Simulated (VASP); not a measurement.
Here is the system:

```xyz
2
Lattice="3.0020 0.0000 0.0000 0.0000 3.0020 0.0000 0.0000 0.0000 3.0020" Properties=species:S:1:pos:R:3 pbc="T T T"
Zn     1.5010     1.5010     1.5010
Cu     0.0000     0.0000     0.0000
```

Calculation: rev-vdW-DF2, VASP's PBE PAW potentials (set 64) (plane waves; VASP). Run with 520 eV cut-off, 12×12×12 Γ-centred mesh, first-order Methfessel-Paxton smearing of 0.10 eV, potentials Zn Cu.

### Question
Predict the energy per atom (σ→0), pressure, band gap (on the k-mesh) with the smallest direct gap where there is one.

### Answer

- band gap (on the k-mesh): none (metal, semimetal or under 0.01 eV)
- energy per atom (σ→0): 0.128 eV/atom
- pressure: -5.67 GPa

Total energies compare only between runs with the same potentials, cut-off and functional.

The compound is CuZn in the CsCl type structure. This cell is one point of a volume scan, at 1.06 of the reference volume. The electron count is odd and the run is not spin-polarised, which forces a metal.
